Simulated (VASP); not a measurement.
An input for Ansatz (written as the equivalent of a VASP run, and not itself run):

Ansatz 0.2 input:
```yaml
crystal:
  lattice:
    - [0.0000000, 2.5244033, 2.5244033]
    - [2.5244033, 0.0000000, 2.5244033]
    - [2.5244033, 2.5244033, 0.0000000]
  atoms:
    - { symbol: Na, position: [0.0000000, 0.0000000, 0.0000000] }
    - { symbol: F, position: [0.2500000, 0.2500000, 0.2500000] }
kpoints:
  mp_grid: { grid: [8, 8, 8] }
hamiltonian:
  xc: r2scan
  pseudopotentials: { kind: paw }
scf:
  occupations: { method: gaussian, width: 0.05 }
  max_iter: 100
relax:
  max_steps: 60
  f_tol: 0.01
  cell: {}
output: { forces: true, stress: true, eigenvalues: true }
```

Problem. Write the VASP files for the same calculation (r2SCAN).

Solution. One answer among several that fit: 
**POSCAR**
```
NaF
1
   -0.0000000000     2.5244033139     2.5244033139
    2.5244033139    -0.0000000000     2.5244033139
    2.5244033139     2.5244033139     0.0000000000
Na F
1 1
Direct
  0.0000000000   0.0000000000   0.0000000000
  0.2500000000   0.2500000000   0.2500000000
```

**INCAR**
```
SYSTEM = NaF
PREC = Accurate; ENCUT = 520; LREAL = .FALSE.
LASPH = .TRUE.
EDIFF = 1E-6; NELM = 100; ALGO = Normal
LMIXTAU = .TRUE.
ISMEAR = 0; SIGMA = 0.05
METAGGA = R2SCAN
IBRION = 2; NSW = 60; ISIF = 3
EDIFFG = -0.01
LWAVE = .FALSE.; LCHARG = .FALSE.
```

KPOINTS:
```
K-points
0
Gamma
 8 8 8
0 0 0
```

POTCAR, in this order: Na_pv F (PBE.64 set). Program: vasp_std.

What does not carry over: each code has its own PAW files, so the cut-off isn't converted (ENCUT is set for VASP's; basis.ecutwfc is left out, and Ansatz then takes the one that its files recommend); Ansatz stops its SCF on the density residual and VASP on the energy change (EDIFF).

The structure was generated: NaF was put into the zinc blende type (F-43m), which need not be its known phase. It was relaxed first, which changed the volume by -6 %. The start is the result of an earlier pass.
